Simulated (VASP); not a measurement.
Set up this calculation in VASP 6.6.1, as the native input.

| Quantity | Value |
| --- | --- |
| Task | single point |
| Functional | r2SCAN |
| Potentials or basis | VASP PAW PBE potentials, release 64 (O, Se, Cr_pv) |
| Cutoff | 520 eV |
| k mesh | 5 × 5 × 5 |
| Occupations | gaussian, width 0.0115 eV |
| Spin | no spin polarisation |
| Dipole correction | no |
| Further INCAR settings | ALGO = Normal; EDIFF = 1e-07; NBANDS = 53 |

The system is Cr2Se2O.

```xyz
10
Lattice="5.0525 3.1276 0.0000 5.0525 -3.1276 0.0000 0.0000 0.0000 -5.5233" Properties=species:S:1:pos:R:3 pbc="T T T"
O     5.0525   -1.7971   -4.2530
O     5.0525    1.7971   -1.4913
Se    1.7866    0.9452   -3.9685
Se    8.3185   -0.9452   -1.2068
Se    8.3185    0.9452   -3.9685
Se    1.7866   -0.9452   -1.2068
Cr    2.2130    0.7688   -2.0619
Cr    7.8921   -0.7688   -4.8235
Cr    7.8921    0.7688   -2.0619
Cr    2.2130   -0.7688   -4.8235
```

The cell was built by a generator and needn't be a form met in nature.

These files were run (other wordings do the same):

POSCAR

```
Cr2Se2O
1.0
    5.0525392100      3.1276046200      0.0000000000
    5.0525392100     -3.1276046200      0.0000000000
    0.0000000000      0.0000000000     -5.5233231100
O Se Cr
2 4 4
Direct
    0.2127000000      0.7873000000      0.7700000000
    0.7873000000      0.2127000000      0.2700000000
    0.3279000000      0.0257000000      0.7185000000
    0.6721000000      0.9743000000      0.2185000000
    0.9743000000      0.6721000000      0.7185000000
    0.0257000000      0.3279000000      0.2185000000
    0.3419000000      0.0961000000      0.3733000000
    0.6581000000      0.9039000000      0.8733000000
    0.9039000000      0.6581000000      0.3733000000
    0.0961000000      0.3419000000      0.8733000000
```

INCAR.step1

```
PREC = Accurate ; ENCUT = 520
ISMEAR = 0 ; SIGMA = 0.0115
LREAL = False ; LASPH = True
NELM = 100 ; NBANDS = 53
GGA = PE ; ALGO = Normal
EDIFF = 1E-4 ; LWAVE = True
LCHARG = False
```

INCAR.step2

```
PREC = Accurate ; ENCUT = 520
EDIFF = 1E-7 ; ISMEAR = 0
SIGMA = 0.0115 ; LREAL = False
LASPH = True ; NELM = 100
ALGO = Normal ; ISIF = 2
LWAVE = False ; LCHARG = False
METAGGA = R2SCAN ; LMIXTAU = True
NBANDS = 53 ; ISTART = 1
```

KPOINTS

```
regular mesh
0
Gamma
  5 5 5
```

Potentials or basis: VASP PAW PBE potentials, release 64 (O, Se, Cr_pv).

Launch:

```bash
$ cat potpaw_PBE.64/O/POTCAR potpaw_PBE.64/Se/POTCAR potpaw_PBE.64/Cr_pv/POTCAR > POTCAR
$ cp INCAR.step1 INCAR
$ mpirun -np 1 vasp_std > vasp.out
$ cp INCAR.step2 INCAR
$ mpirun -np 1 vasp_std > vasp.out
```

Results of the run:

```json
{
 "Pressure": "59.3 GPa",
 "Largest force": "7.212 eV/Å",
 "Band gap on the k mesh": "none (metal or under the smearing width)"
}
```

Caveat: a pressure of tens of GPa on the cell as given is suspect, and the run, the potentials or the cell itself is likely at fault; the PAW data sets were made with another functional, which shifts forces and pressure a little; the run has no spin polarisation, though such a crystal can be magnetic; semilocal functionals often make such compounds metallic where correlation or magnetic order opens a gap, which also shifts bond lengths.

Run time: 8.5 min on 1 thread of Intel(R) Xeon(R) 6975P-C (Granite Rapids), on a shared host, peak memory 0.46 GiB.
